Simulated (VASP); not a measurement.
OSZICAR of a VASP run on BN (hex):

### OSZICAR
```
       N       E                     dE             d eps       ncg     rms          rms(c)
DAV:   1     0.795372485337E+02    0.79537E+02   -0.77560E+03   672   0.117E+03
DAV:   2    -0.301512721264E+02   -0.10969E+03   -0.97022E+02  1016   0.252E+02
DAV:   3    -0.370450770778E+02   -0.68938E+01   -0.68328E+01   864   0.700E+01
DAV:   4    -0.371555463447E+02   -0.11047E+00   -0.11033E+00   836   0.973E+00
DAV:   5    -0.371577441899E+02   -0.21978E-02   -0.21976E-02   852   0.137E+00    0.109E+01
DAV:   6    -0.341600558891E+02    0.29977E+01   -0.77454E+00   796   0.227E+01    0.493E+00
DAV:   7    -0.339118088490E+02    0.24825E+00   -0.49130E-01   860   0.591E+00    0.311E+00
DAV:   8    -0.338156585718E+02    0.96150E-01   -0.36989E-01   848   0.441E+00    0.517E-01
DAV:   9    -0.338144769380E+02    0.11816E-02   -0.16862E-02   804   0.115E+00    0.190E-01
DAV:  10    -0.338160498579E+02   -0.15729E-02   -0.33874E-03   704   0.597E-01    0.542E-02
DAV:  11    -0.338159035618E+02    0.14630E-03   -0.58774E-04   772   0.269E-01    0.267E-02
DAV:  12    -0.338158976935E+02    0.58683E-05   -0.45387E-05   876   0.620E-02    0.668E-03
DAV:  13    -0.338158984179E+02   -0.72444E-06   -0.60749E-06   796   0.205E-02    0.285E-03
DAV:  14    -0.338158983338E+02    0.84088E-07   -0.41960E-07   820   0.608E-03
   1 F= -.33815898E+02 E0= -.33815898E+02  d E =-.338159E+02
       N       E                     dE             d eps       ncg     rms          rms(c)
DAV:   1    -0.339010048588E+02   -0.85106E-01   -0.28863E+00   676   0.150E+01    0.106E+00
DAV:   2    -0.338603885858E+02    0.40616E-01   -0.41098E-02   752   0.184E+00    0.600E-01
DAV:   3    -0.338396868472E+02    0.20702E-01   -0.43238E-02   824   0.155E+00    0.166E-01
DAV:   4    -0.338389474952E+02    0.73935E-03   -0.48230E-03   820   0.638E-01    0.991E-02
DAV:   5    -0.338386506586E+02    0.29684E-03   -0.21222E-03   848   0.381E-01    0.519E-02
DAV:   6    -0.338384525321E+02    0.19813E-03   -0.34883E-04   784   0.184E-01    0.853E-03
DAV:   7    -0.338384497573E+02    0.27748E-05   -0.88473E-06   856   0.270E-02    0.660E-03
DAV:   8    -0.338384489665E+02    0.79082E-06   -0.16082E-06   856   0.110E-02    0.217E-03
DAV:   9    -0.338384489668E+02   -0.28854E-09   -0.48274E-07   832   0.561E-03
   2 F= -.33838449E+02 E0= -.33838449E+02  d E =-.225506E-01
       N       E                     dE             d eps       ncg     rms          rms(c)
DAV:   1    -0.338387340981E+02   -0.28513E-03   -0.99135E-03   680   0.885E-01    0.621E-02
DAV:   2    -0.338385983869E+02    0.13571E-03   -0.14076E-04   764   0.106E-01    0.352E-02
DAV:   3    -0.338385298595E+02    0.68527E-04   -0.14053E-04   832   0.884E-02    0.931E-03
DAV:   4    -0.338385254666E+02    0.43930E-05   -0.14172E-05   820   0.337E-02    0.481E-03
DAV:   5    -0.338385249793E+02    0.48727E-06   -0.63231E-06   860   0.208E-02    0.342E-03
DAV:   6    -0.338385241539E+02    0.82546E-06   -0.13055E-06   804   0.105E-02    0.303E-04
DAV:   7    -0.338385241376E+02    0.16267E-07   -0.33660E-08   604   0.176E-03
   3 F= -.33838524E+02 E0= -.33838524E+02  d E =-.226258E-01
```

**Question.** Which electronic solver shows in the log?

**Answer.** It is blocked Davidson (ALGO = Normal, or the opening steps of other solvers). The INCAR had ALGO = Normal.

**Question.** Can the final energy be trusted as converged?

**Answer.** Self-consistency was reached. It stopped with EDIFF = 1E-7, NELM = 100, NSW = 30 and EDIFFG = -0.01 after 3 ionic steps (RPBE GGA, plane waves, VASP's PBE PAW potentials (set 64)). Without a dispersion term in the relaxation, distances and binding between the weakly bound layers, chains or molecules are unreliable, and so is what depends on them.

The compound is BN in the hex structure. This cell is one point of a volume scan, at 1.03 of the reference volume. Symmetry was kept, so distortions that lower it aren't found.
